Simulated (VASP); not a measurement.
Wanted: the native input for a VASP 6.6.1 run.

```yaml
Task: single point
Functional: SCAN
Potentials_or_basis: VASP PAW PBE potentials, release 64 (Cl, Si, Br, H)
Cutoff: 520 eV
k_mesh: 1 × 1 × 1
Occupations: gaussian, width 0.01 eV
Spin: no spin polarisation
Further_INCAR_settings: ALGO = Normal; EDIFF = 1e-07
```

The structure of ClSiBrH2 lies in POSCAR:

```
SiH2BrCl
1.0
   12.0000000000      0.0000000000      0.0000000000
    0.0000000000     12.0000000000      0.0000000000
    0.0000000000      0.0000000000     12.0000000000
Cl Si Br H
1 1 1 2
Direct
    0.4081708300      0.4570166700      0.6258791700
    0.4962458300      0.4952750000      0.4855041700
    0.4010541700      0.6117250000      0.3797875000
    0.5151708300      0.3917750000      0.4218291700
    0.6011125000      0.5501583300      0.5189125000
```

One way to write it, as run:

INCAR

```
PREC = Accurate
ENCUT = 520
EDIFF = 1E-7
ISMEAR = 0
SIGMA = 0.01
LREAL = F
LASPH = T
NELM = 100
ALGO = Normal
ISIF = 2
LWAVE = F
LCHARG = F
METAGGA = SCAN
LMIXTAU = T
```

KPOINTS

```
regular mesh
0
Gamma
  1 1 1
```

Potentials or basis: VASP PAW PBE potentials, release 64 (Cl, Si, Br, H).

Run with:

```sh
$ cat potpaw_PBE.64/Cl/POTCAR potpaw_PBE.64/Si/POTCAR potpaw_PBE.64/Br/POTCAR potpaw_PBE.64/H/POTCAR > POTCAR
$ mpirun -np 1 vasp_gam > vasp.out
```

It gave:

The largest force is 0.115 eV/Å. The gap between the frontier levels is 6.67 eV.

Caveat: the PAW data sets were made with another functional, which shifts forces and pressure a little.

It took 11 min on 1 thread of Intel(R) Xeon(R) Platinum 8375C CPU @ 2.90GHz (Ice Lake), on a shared host, peak memory 1.6 GiB.
